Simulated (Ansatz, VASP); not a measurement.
## HfGe in VASP and in Ansatz

```
Hf Ge
1.0
     0.00000    2.36450    2.36450
     2.36450    0.00000    2.36450
     2.36450    2.36450    0.00000
Hf Ge
1 1
Direct
  0.00000 0.00000 0.00000
  0.25000 0.25000 0.25000
```

Change from the starting cell: volume scaled by 0.5, LAPW.

Alike in both runs: task single point; functional LDA; k mesh 11 × 11 × 11; occupations fermi-dirac, width 0.05 eV; no spin polarisation.

|  | VASP | Ansatz |
| --- | --- | --- |
| version | VASP 6.6.1 | Ansatz 0.2.0 |
| potentials or method | VASP PAW LDA potentials, release 64 (Hf_pv, Ge_d), cutoff 520 eV | all-electron LAPW, scalar-relativistic |

|  | VASP | Ansatz | Ansatz less VASP |
| --- | --- | --- | --- |
| pressure (GPa) | 187.3 | 186.5 | -0.77 |

Ansatz ran all-electron here, so the differences hold the error of VASP's frozen core and of both bases.

Caveats: the cell as given lies far from equilibrium; so large a pressure means that the cell lies far from this level's equilibrium, or that cutoff or potentials fall short (VASP). Spin-orbit coupling is left out, which matters for the levels of Hf.
